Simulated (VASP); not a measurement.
Output of a VASP run:

**OSZICAR**
```
       N       E                     dE             d eps       ncg     rms          rms(c)
DAV:   1     0.406954308495E+01    0.40695E+01   -0.41491E+03  1136   0.784E+02
DAV:   2    -0.392132930532E+01   -0.79909E+01   -0.74408E+01  1304   0.873E+01
DAV:   3    -0.412252325920E+01   -0.20119E+00   -0.19154E+00  1208   0.112E+01
DAV:   4    -0.412717105253E+01   -0.46478E-02   -0.45796E-02  1432   0.200E+00
DAV:   5    -0.412717940604E+01   -0.83535E-05   -0.83538E-05  1216   0.721E-02    0.137E+01
DAV:   6    -0.412888959997E+01   -0.17102E-02   -0.14758E-02  1408   0.161E+00    0.818E+00
DAV:   7    -0.413501571795E+01   -0.61261E-02   -0.22849E-02  1472   0.207E+00    0.212E-01
DAV:   8    -0.413464853048E+01    0.36719E-03   -0.17630E-03  1424   0.429E-01    0.170E-01
DAV:   9    -0.413465527869E+01   -0.67482E-05   -0.21408E-05  1320   0.598E-02    0.149E-02
DAV:  10    -0.413465297823E+01    0.23005E-05   -0.45055E-06  1456   0.242E-02    0.656E-03
DAV:  11    -0.413465296257E+01    0.15662E-07   -0.10048E-07   688   0.310E-03
   1 F= -.41346530E+01 E0= -.41351355E+01  d E =-.413465E+01
```

File OUTCAR:
```
------------------------ aborting loop because EDIFF is reached ----------------------------------------
  FORCE on cell =-STRESS in cart. coord.  units (eV):
  Direction    XX          YY          ZZ          XY          YZ          ZX
  --------------------------------------------------------------------------------------
  Total       -0.0010534     -0.0010534     -0.0010534     -0.0000000     -0.0000000      0.0000000
  in kB       -0.0534110     -0.0534110     -0.0534110     -0.0000000     -0.0000000      0.0000000
  external PRESSURE =      -0.0534110 kB  Pullay stress =       0.0000000 kB
  volume of cell :       31.60
      direct lattice vectors                 reciprocal lattice vectors
     3.161483100  0.000000000  0.000000000     0.316307242  0.000000000  0.000000000
     0.000000000  3.161483100  0.000000000     0.000000000  0.316307242  0.000000000
     0.000000000  0.000000000  3.161483100     0.000000000  0.000000000  0.316307242
 POSITION                                       TOTAL-FORCE (eV/Angst)
 -----------------------------------------------------------------------------------
      0.00000      0.00000      0.00000         0.000000      0.000000      0.000000
 -----------------------------------------------------------------------------------
    total drift:                                0.000000      0.000000      0.000000
  FREE ENERGIE OF THE ION-ELECTRON SYSTEM (eV)
  ---------------------------------------------------
  free  energy   TOTEN  =        -4.1346529626 eV

  energy  without entropy=       -4.1361005222  energy(sigma->0) =       -4.13513548

 reached required accuracy - stopping structural energy minimisation
```
(Selected blocks of OUTCAR.)

**POSCAR**
```
Ho
1
    3.1614831004    -0.0000000000     0.0000000000
   -0.0000000000     3.1614831004     0.0000000000
   -0.0000000000    -0.0000000000     3.1614831004
Ho
1
Direct
  0.0000000000   0.0000000000   0.0000000000
```

Question: Reconstruct the remaining input files.

Answer: This is not unique; one that fits is the input of the run itself, PBEsol GGA, plane waves, VASP's PBE PAW potentials (set 64).

File KPOINTS:
```
Automatic mesh
0
Gamma
10 10 10
0 0 0
```

### INCAR
```
! general
SYSTEM  = Ho
PREC    = Accurate
ENCUT   = 400   ! plane-wave cut-off (eV)
LREAL   = .FALSE.   ! projection in real space or not
LASPH   = .TRUE.

! electronic loop
EDIFF   = 1E-6
NELM    = 100   ! most electronic steps
ALGO    = Normal
LMAXMIX = 6   ! l cut-off of mixed one-centre charges

! smearing
ISMEAR  = 1   ! Methfessel-Paxton
SIGMA   = 0.1

! functional
GGA     = PS   ! PBEsol

! ions
IBRION  = 2
NSW     = 60   ! most ionic steps
ISIF    = 3
EDIFFG  = -0.01

! output
LWAVE   = .FALSE.
LCHARG  = .FALSE.
```

POTCAR, in this order: Ho_3 (PBE.64 set). Program: vasp_std.

The 4f electrons are frozen in the core of the lanthanide potential, so 4f levels, which can set the real gap, and their magnetism are missing.

The structure was generated: Ho was put into the simple-cubic type (Pm-3m), which need not be its known phase. It was relaxed first, which changed the volume by -10 %. The start is the result of an earlier pass.
